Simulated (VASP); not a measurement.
## Li3ZrN2: density of states with PBE

The system is Li3ZrN2.

```
Li Zr N
1.0
    -2.60492    5.14224    2.65985
     2.60492   -5.14224    2.65985
     2.60492    5.14224   -2.65985
Li Zr N
6 2 4
Direct
  0.97524 0.25000 0.72524
  0.47524 0.75000 0.72524
  0.52476 0.25000 0.27476
  0.02476 0.75000 0.27476
  0.75000 0.25000 0.50000
  0.25000 0.75000 0.50000
  0.25000 0.25000 0.00000
  0.75000 0.75000 0.00000
  0.11432 0.75590 0.87022
  0.61432 0.74410 0.35842
  0.38568 0.25590 0.64158
  0.88568 0.24410 0.12978
```

The cell was built by a generator and needn't be a form met in nature.

| Property | Result |
| --- | --- |
| Program | VASP 6.6.1 |
| Task | density of states |
| Functional | PBE |
| Potentials or basis | VASP PAW PBE potentials, release 64 (Li_sv, Zr_sv, N) |
| Cutoff | 520 eV |
| k mesh | 8 × 8 × 8 |
| Occupations | gaussian, width 0.1 eV |
| Spin | no spin polarisation |
| k mesh for the DOS | 12 × 12 × 12 |
| Occupations for the DOS | tetrahedron |
| Further INCAR settings | ALGO = Normal; EDIFF = 1e-07 |

```json
{
  "Valence electrons inside the program's atomic spheres": "Li 2.08, 2.11; Zr 10.12; N 3.63"
}
```

Levels at points of the mesh, in eV from the Fermi level:
| k point | band 28 | band 29 | band 30 | band 31 | band 32 | band 33 | band 34 | band 35 |
| --- | --- | --- | --- | --- | --- | --- | --- | --- |
| (0.00, 0.00, 0.00) | -3.39 | -3.18 | -3.07 | -0.49 | 0.12 | 0.15 | 0.85 | 0.97 |
| (0.50, 0.00, 0.00) | -3.60 | -3.05 | -3.05 | 0.11 | 0.11 | 0.74 | 0.74 | 1.68 |
| (0.00, 0.50, 0.00) | -3.51 | -3.25 | -3.25 | 0.86 | 0.86 | 1.04 | 1.04 | 1.80 |
| (0.50, 0.50, 0.00) | -3.08 | -2.95 | -2.86 | -1.25 | -0.10 | 0.68 | 1.60 | 1.77 |
| (0.50, 0.50, 0.50) | -3.20 | -3.05 | -2.97 | -0.93 | -0.09 | 0.18 | 0.72 | 0.80 |

States per cell in windows of 0.5 eV (zero at the Fermi level; states under -8 eV left out):
```
from (eV)  total  Zr7_d  Zr8_d  N9_p  N10_p  N11_p  N12_p
     -8.0   0.00   0.00   0.00  0.00   0.00   0.00   0.00
     -7.5   0.00   0.00   0.00  0.00   0.00   0.00   0.00
     -7.0   0.00   0.00   0.00  0.00   0.00   0.00   0.00
     -6.5   0.00   0.00   0.00  0.00   0.00   0.00   0.00
     -6.0   0.00   0.00   0.00  0.00   0.00   0.00   0.00
     -5.5   3.27   0.23   0.23  0.24   0.24   0.24   0.24
     -5.0   4.83   0.30   0.30  0.39   0.39   0.39   0.39
     -4.5   4.22   0.36   0.36  0.39   0.39   0.39   0.39
     -4.0   3.98   0.20   0.20  0.41   0.41   0.41   0.41
     -3.5   7.67   0.26   0.26  0.87   0.87   0.87   0.87
     -3.0   1.32   0.03   0.03  0.16   0.16   0.16   0.16
     -2.5   0.00   0.00   0.00  0.00   0.00   0.00   0.00
     -2.0   0.00   0.00   0.00  0.00   0.00   0.00   0.00
     -1.5   0.33   0.08   0.08  0.01   0.01   0.01   0.01
     -1.0   0.67   0.17   0.17  0.02   0.02   0.02   0.02
     -0.5   1.01   0.21   0.21  0.02   0.02   0.02   0.02
      0.0   2.02   0.36   0.36  0.04   0.04   0.04   0.04
      0.5   2.84   0.61   0.61  0.06   0.06   0.06   0.06
      1.0   2.56   0.41   0.41  0.09   0.09   0.09   0.09
      1.5   2.14   0.35   0.35  0.09   0.09   0.09   0.09
      2.0   1.13   0.16   0.16  0.06   0.06   0.06   0.06
      2.5   1.71   0.35   0.35  0.08   0.08   0.08   0.08
      3.0   0.65   0.11   0.11  0.03   0.03   0.03   0.03
      3.5   1.18   0.26   0.26  0.01   0.01   0.01   0.01
      4.0   0.00   0.00   0.00  0.00   0.00   0.00   0.00
      4.5   0.00   0.00   0.00  0.00   0.00   0.00   0.00
      5.0   0.00   0.00   0.00  0.00   0.00   0.00   0.00
      5.5   0.00   0.00   0.00  0.00   0.00   0.00   0.00
```

It took 5.2 min on 4 MPI ranks on Intel(R) Xeon(R) 6975P-C (Granite Rapids) (shared host), peak memory 1.2 GiB a rank.
